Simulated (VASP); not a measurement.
Given:

```yaml
crystal:
  lattice:
    - [0.00000, 1.99920, 1.99920]
    - [1.99920, 0.00000, 1.99920]
    - [1.99920, 1.99920, 0.00000]
  atoms:
    - { symbol: Pt, position: [0.00000, 0.00000, 0.00000] }
```

Method: PBE GGA, VASP's PBE PAW potentials (set 64) (plane waves; VASP). Run with 225 eV cut-off, 14×14×14 Γ-centred mesh, first-order Methfessel-Paxton smearing of 0.10 eV, potentials Pt.

At this cut-off the stress carries a Pulay error, which pulls relaxed volumes low. Unless said otherwise, spin-orbit coupling is left out, though it shifts the bands of the heavy elements here.

### Question
Estimate the energy per atom (σ→0), pressure, band gap (on the k-mesh) with the smallest direct gap where there is one.

### Answer

```yaml
band gap (on the k-mesh): none (metal, semimetal or under 0.01 eV)
energy per atom (σ→0): -6.085 eV/atom
pressure: -11.39 GPa
```

The compound is Pt in the fcc structure. The cell was not relaxed at this level. The run is one of a series of settings (ENCUT = 225 against the base run), some of them coarse on purpose.
